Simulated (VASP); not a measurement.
Energy against volume of Hf (hcp). Computed with PBE GGA with D3 dispersion (Becke-Johnson damping), VASP's PBE PAW potentials (set 64) (plane waves; VASP 6.6.1). Settings: 520 eV cut-off, 13×13×7 Γ-centred mesh, first-order Methfessel-Paxton smearing of 0.10 eV, potentials Hf_pv.

Shape and ions are relaxed at each volume.

| V (Å³/atom) | E (eV/atom) |
|---|---|
| 20.471 | -10.34998 |
| 21.124 | -10.37304 |
| 21.777 | -10.38038 |
| 22.431 | -10.37380 |

Question: Fit these four points and predict the energy of the run at 23.084 Å³/atom.

Answer: A cubic in V^(−2/3), the third-order Birch-Murnaghan form, passes through the four points with V0 = 21.78 Å³/atom and B0 = 114 GPa, and gives -10.3549 eV/atom there. The run gave -10.3549 eV/atom, -0.0 meV/atom from the fit; all five points give B0 = 113 GPa.

The compound is Hf in the hcp structure. It was relaxed first.
